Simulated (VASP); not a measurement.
Here is the system:

```
AuCu
1.0
    2.82628     0.00000     0.00000
    0.00000     2.82628     0.00000
    0.00000     0.00000     3.55229
Cu Au
1 1
Direct
  0.00000   0.00000   0.00000
  0.50000   0.50000   0.50000
```

Method: PBEsol GGA, VASP's PBE PAW potentials (set 64) (plane waves; VASP). Numerical set-up: 480 eV cut-off, 12×12×10 Γ-centred mesh, first-order Methfessel-Paxton smearing of 0.10 eV, potentials Cu Au.

Energy and stress use the plane-wave basis of the starting cell.

The ions, cell shape and volume at an external pressure of 10.0 GPa are relaxed. Predict the relaxed structure.

```
AuCu
1.0
    2.79524     0.00000     0.00000
    0.00000     2.79524     0.00000
    0.00000     0.00000     3.45853
Cu Au
1 1
Direct
  0.00000   0.00000   0.00000
  0.50000   0.50000   0.50000
```
Space group P4/mmm (123), at a tolerance of 0.03 Å.

How do energy and volume change from the first to the last step?

The energy (σ→0) changes by +20.0 meV/atom and the volume by -4.8 %, in 11 ionic steps.

```
step  E(σ→0) (eV)  max force (eV/Å)  pressure (GPa)  volume (Å³)
----  -----------  ----------------  --------------  -----------
1         -8.3615             0.000            0.24        28.38
2         -8.0663             0.000           31.43        24.97
3         -8.3220             0.000            9.77        27.04
4         -8.3204             0.000            9.97        27.02
5         -8.3187             0.000           10.20        26.99
6         -8.3224             0.000            9.73        27.05
7         -8.3234             0.000            9.61        27.06
8         -8.3233             0.000            9.59        27.06
9         -8.3226             0.000            9.71        27.04
10        -8.3210             0.000            9.90        27.02
11        -8.3214             0.000            9.88        27.02
```

The compound is CuAu in the L1_0 structure. This run relaxes it under an external pressure of 10 GPa. Symmetry was kept, so distortions that lower it aren't found.
